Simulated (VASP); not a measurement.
Consider the following.

```
MgSe
1.0
    0.00000     2.73000     2.73000
    2.73000     0.00000     2.73000
    2.73000     2.73000     0.00000
Mg Se
1 1
Direct
  0.00000   0.00000   0.00000
  0.50000   0.50000   0.50000
```

Method: revTPSS meta-GGA, VASP's PBE PAW potentials (set 64) (plane waves; VASP). Run with 520 eV cut-off, 8×8×8 Γ-centred mesh, Gaussian smearing of 0.050 eV, potentials Mg Se.

**Question.** The ions, cell shape and volume are relaxed. What does this cell relax into?

**Answer.** 
```
MgSe
1.0
    0.00000     2.73942     2.73942
    2.73942     0.00000     2.73942
    2.73942     2.73942     0.00000
Mg Se
1 1
Direct
  0.00000   0.00000   0.00000
  0.50000   0.50000   0.50000
```
Space group Fm-3m (225), at a tolerance of 0.03 Å.

**Question.** How do energy and volume change from the first to the last step?

**Answer.** The energy (σ→0) changes by -0.4 meV/atom and the volume by +1.0 %, in 3 ionic steps.

```csv
step,E(σ→0) (eV),max force (eV/Å),pressure (GPa),volume (Å³)
1,-1.7756,0.000,0.68,40.69
2,-1.7765,0.000,-0.12,41.20
3,-1.7765,0.000,0.00,41.12
```

The compound is MgSe in the rock salt structure. This run relaxes it. Symmetry was kept, so distortions that lower it aren't found.
